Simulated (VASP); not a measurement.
Consider the following.

```
CELL_PARAMETERS angstrom
      0.01883     2.51046     2.51046
      2.52929     0.00000     2.52929
      2.51046     2.51046     0.01883
ATOMIC_POSITIONS crystal
  Hf 0.00000 0.00000 0.00000
  O  0.24884 0.25116 0.24884
  O  0.75116 0.74884 0.75116
```

The numbers are results of PBEsol GGA, VASP's PBE PAW potentials (set 64) (plane waves; VASP 6.6.1), not measurements. Numerical set-up: 600 eV cut-off, 8×8×8 Γ-centred mesh, Gaussian smearing of 0.050 eV, potentials Hf_pv O.

Q: Give the stress tensor in GPa (positive for a compressed cell).

A: 
```
-0.31   0.00  -1.10
 0.00  -0.31   0.00
-1.10   0.00  -0.31
```
The pressure is its mean diagonal, -0.31 GPa.

The compound is HfO2 in the fluorite structure, the high-temperature cubic form, which is unstable at 0 K; the monoclinic form is the stable one. This cell was strained or had an atom moved on purpose. Symmetry was kept, so distortions that lower it aren't found.
